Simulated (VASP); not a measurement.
Given:

```
CELL_PARAMETERS angstrom
      4.56644     0.00000     0.00000
      0.00000     4.56644     0.00000
      0.00000     0.00000     3.19810
ATOMIC_POSITIONS crystal
  Ir 0.00000 0.00000 0.00000
  Ir 0.50000 0.50000 0.50000
  O  0.30823 0.30823 0.00000
  O  0.80823 0.19177 0.50000
  O  0.19177 0.80823 0.50000
  O  0.69177 0.69177 0.00000
```

These are revPBE GGA, VASP's PBE PAW potentials (set 64) (plane waves; VASP 6.6.1) values and carry that method's errors. Settings: 520 eV cut-off, Gaussian smearing of 0.050 eV, potentials Ir O.

**Question.** Give the energies of bands 11 to 24 at the high-symmetry points, in eV from the Fermi level.

**Answer.** 
```csv
band,Γ,X,M,Z,R,A
11,-4.63,-5.81,-4.87,-5.48,-5.16,-5.45
12,-4.63,-5.81,-4.87,-5.48,-5.16,-5.45
13,-3.37,-4.91,-4.09,-5.14,-4.81,-4.08
14,-2.71,-4.91,-4.09,-5.14,-4.81,-4.08
15,-2.71,-2.91,-3.37,-3.78,-3.10,-3.05
16,-2.47,-2.91,-3.37,-3.78,-3.10,-3.05
17,-2.30,-1.58,-2.39,-1.79,-2.61,-1.72
18,-2.30,-1.58,-2.39,-1.79,-2.61,-1.72
19,-2.26,-1.24,-2.27,-0.67,-1.70,-1.13
20,-2.11,-1.24,-2.27,-0.67,-1.70,-1.13
21,-2.10,-0.27,0.20,0.24,0.49,-0.44
22,0.59,-0.27,0.20,0.24,0.49,-0.44
23,1.15,3.39,2.27,2.15,0.97,2.10
24,3.96,3.40,2.27,2.15,0.97,2.10
```

It has no gap at this level: it comes out as a metal or semimetal.

The compound is IrO2 in the rutile structure. It was relaxed first.
